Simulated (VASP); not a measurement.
Runs of VASP 6.6.1 on SnTe. The structure is cubic, space group Fm-3m (No. 225). The conventional cell has a = 6.372 Å, b = 6.372 Å, c = 6.372 Å, α = 90.00°, β = 90.00°, γ = 90.00°. Sn (site symmetry m-3m) is surrounded by 6 Te at 3.19 Å. Te (site symmetry m-3m) has 6 Sn at 3.19 Å as nearest neighbours. The cell is a database's computed one.

```tsv
task	level	potentials or basis	cell	k mesh	cutoff (eV)	mesh quality	gap on the mesh (eV)	pressure (GPa)	relaxed volume (Å³/atom)
single point	PBEsol	VASP PAW PBE potentials, release 64 (Sn_d, Te)	as given	12 × 12 × 12	520	not flagged	0.05	(a)	-
relaxation of cell and atoms	LDA	VASP PAW LDA potentials, release 64 (Sn_d, Te)	relaxed	12 × 12 × 12	600	not flagged	0.21	0.0	(c)
relaxation of cell and atoms	PBEsol	VASP PAW PBE potentials, release 64 (Sn_d, Te)	relaxed	4 × 4 × 4	600	coarse	0.20	0.0	(b)
relaxation of cell and atoms	PBEsol	VASP PAW PBE potentials, release 64 (Sn_d, Te)	relaxed	12 × 12 × 12	300	not flagged	0.17	0.0	30.94
relaxation of cell and atoms	PBEsol	VASP PAW PBE potentials, release 64 (Sn_d, Te)	relaxed	12 × 12 × 12	600	not flagged	0.16	0.0	31.11
relaxation of cell and atoms	RPBE	VASP PAW PBE potentials, release 64 (Sn_d, Te)	relaxed	12 × 12 × 12	600	not flagged	0.17	0.0	34.05
relaxation of cell and atoms	PBE+D3(BJ)	VASP PAW PBE potentials, release 64 (Sn_d, Te)	relaxed	12 × 12 × 12	600	not flagged	0.08	0.0	31.39
relaxation of cell and atoms	PBE	VASP PAW PBE potentials, release 64 (Sn_d, Te)	relaxed	12 × 12 × 12	600	not flagged	0.05	0.0	32.91
relaxation of cell and atoms	PBEsol	VASP PAW PBE potentials, release 64 (Sn, Te)	relaxed	12 × 12 × 12	580	not flagged	0.16	0.0	31.09
```

Alike in all rows: no spin polarisation; smearing gaussian 0.1 eV.

Problem. Estimate the missing entries.

Solution. (a) -1.7; (b) 30.68; (c) 30.36.

Caveats: some runs use coarse meshes; spin-orbit coupling is left out, which moves the levels of the heavy elements; the PAW data sets were made with another functional, which shifts forces and pressure a little (some runs).

A k mesh can miss the band edges, and the runs leave out spin-orbit coupling on Sn, Te.

Not every run made on this cell is shown here.
